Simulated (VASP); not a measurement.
Calculation: PBE GGA with D3 dispersion (zero damping), VASP's PBE PAW potentials (set 64) (plane waves; VASP).

The input files of a VASP run:

**INCAR**
```
SYSTEM = AgCl
PREC = Accurate
ENCUT = 520
EDIFF = 1E-7
NELM = 100
ALGO = Normal
LREAL = .FALSE.
LASPH = .TRUE.
ISMEAR = 0
SIGMA = 0.05
GGA = PE
IVDW = 11
LMAXMIX = 4
LWAVE = .FALSE.
LCHARG = .FALSE.
ISIF = 2
```

File POSCAR:
```
AgCl
1
    0.0000000000     2.7622271656     2.7622271656
    2.7622271656     0.0000000000     2.7622271656
    2.7622271656     2.7622271656     0.0000000000
Ag Cl
1 1
Direct
  0.0000000000   1.0000000000   0.0000000000
  0.5000000000   0.5000000000   0.5000000000
```

### KPOINTS
```
Automatic mesh
0
Gamma
8 8 8
0 0 0
```

POTCAR, in this order: Ag Cl (PBE.64 set). Program: vasp_std.

The run wrote:

### OSZICAR
```
       N       E                     dE             d eps       ncg     rms          rms(c)
DAV:   1     0.102208418701E+03    0.10221E+03   -0.86956E+03   762   0.123E+03
DAV:   2    -0.110364581701E+01   -0.10331E+03   -0.97266E+02   904   0.257E+02
DAV:   3    -0.553403730112E+01   -0.44304E+01   -0.44147E+01   884   0.564E+01
DAV:   4    -0.556924819635E+01   -0.35211E-01   -0.35206E-01   879   0.565E+00
DAV:   5    -0.556974842038E+01   -0.50022E-03   -0.50022E-03   869   0.681E-01    0.663E+00
DAV:   6    -0.539289132502E+01    0.17686E+00   -0.32626E-01   822   0.791E+00    0.432E+00
DAV:   7    -0.538919517558E+01    0.36961E-02   -0.10481E-01   784   0.259E+00    0.204E+00
DAV:   8    -0.538847957608E+01    0.71560E-03   -0.53831E-03   809   0.924E-01    0.305E-01
DAV:   9    -0.538853989500E+01   -0.60319E-04   -0.70927E-04   839   0.382E-01    0.398E-02
DAV:  10    -0.538859943502E+01   -0.59540E-04   -0.86535E-05   774   0.961E-02    0.242E-02
DAV:  11    -0.538860675215E+01   -0.73171E-05   -0.76959E-06   814   0.251E-02    0.349E-03
DAV:  12    -0.538860680443E+01   -0.52282E-07   -0.38484E-07   899   0.817E-03
   1 F= -.60168995E+01 E0= -.60168995E+01  d E =-.281844E-13
```

### OUTCAR
```
------------------------ aborting loop because EDIFF is reached ----------------------------------------
 Edisp (eV)   -0.62829
  FORCE on cell =-STRESS in cart. coord.  units (eV):
  Direction    XX          YY          ZZ          XY          YZ          ZX
  --------------------------------------------------------------------------------------
  Total      -0.01383    -0.01383    -0.01383     0.00000    -0.00000     0.00000
  in kB      -0.52555    -0.52555    -0.52555     0.00000    -0.00000     0.00000
  external pressure =       -0.53 kB  Pullay stress =        0.00 kB
  volume of cell :       42.15
      direct lattice vectors                 reciprocal lattice vectors
     0.000000000  2.762227166  2.762227166    -0.181013353  0.181013353  0.181013353
     2.762227166  0.000000000  2.762227166     0.181013353 -0.181013353  0.181013353
     2.762227166  2.762227166  0.000000000     0.181013353  0.181013353 -0.181013353
  FREE ENERGIE OF THE ION-ELECTRON SYSTEM (eV)
  ---------------------------------------------------
  free  energy   TOTEN  =        -6.0168995373 eV

  energy  without entropy=       -6.0168995373  energy(sigma->0) =       -6.01689954
```
(Selected blocks of OUTCAR.)

The compound is AgCl in the rock salt structure. It was relaxed first.
